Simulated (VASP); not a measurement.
Here is a VASP 6.6.1 calculation.

File INCAR:

```
SYSTEM = Ca2ZrN2
PREC = Normal ; ENCUT = 520
EDIFF = 1E-4 ; ISMEAR = 0
SIGMA = 0.15 ; LREAL = .False.
LASPH = .True. ; NELM = 60
ALGO = Fast ; ISIF = 3
LWAVE = .False. ; LCHARG = .False.
GGA = PE ; IBRION = 2
NSW = 24 ; EDIFFG = -0.08
```

Contents of KPOINTS:

```
Automatic mesh
0
Gamma
  5 5 2
  0 0 0
```

POSCAR

```
Ca2ZrN2
1.0
    3.4500000000      0.0000000000      0.0000000000
   -1.7250000000      2.9877876400      0.0000000000
    0.0000000000      0.0000000000      7.9000000000
Ca Zr N
2 1 2
Direct
    0.3333333300      0.6666666700      0.3200000000
    0.6666666700      0.3333333300      0.6800000000
    0.0000000000      0.0000000000      0.0000000000
    0.6666666700      0.3333333300      0.1500000000
    0.3333333300      0.6666666700      0.8500000000
```

Potentials or basis: VASP PAW PBE potentials, release 64 (Ca_sv, Zr_sv, N).

Run with:

```console
$ cat potpaw_PBE.64/Ca_sv/POTCAR potpaw_PBE.64/Zr_sv/POTCAR potpaw_PBE.64/N/POTCAR > POTCAR
$ mpirun -np 1 vasp_std > vasp.out
```

Question: Estimate the space group after relaxing (to 0.05 Å).

Answer: P-3m1 (No. 164).

Question: What does it give for the relaxed cell?

Answer: a = 3.371 Å, b = 3.371 Å, c = 8.846 Å, α = 90.00°, β = 90.00°, γ = 120.00°.

Question: What does it give for the band gap on the k mesh?

Answer: None (metal or under the smearing width).

Question: Estimate the relaxed volume.

Answer: 17.41 Å³/atom.

Final structure:
```yaml
crystal:
  lattice:
    - [3.37062, 0.00000, 0.00000]
    - [-1.68531, 2.91904, 0.00000]
    - [0.00000, 0.00000, 8.84648]
  atoms:
    - { symbol: Ca, position: [0.33333, 0.66667, 0.30602] }
    - { symbol: Ca, position: [0.66667, 0.33333, 0.69398] }
    - { symbol: Zr, position: [0.00000, 0.00000, 0.00000] }
    - { symbol: N, position: [0.66667, 0.33333, 0.14120] }
    - { symbol: N, position: [0.33333, 0.66667, 0.85880] }
```

Caveat: the k mesh is coarse (spacing up to 0.42 Å⁻¹), so the values aren't converged.
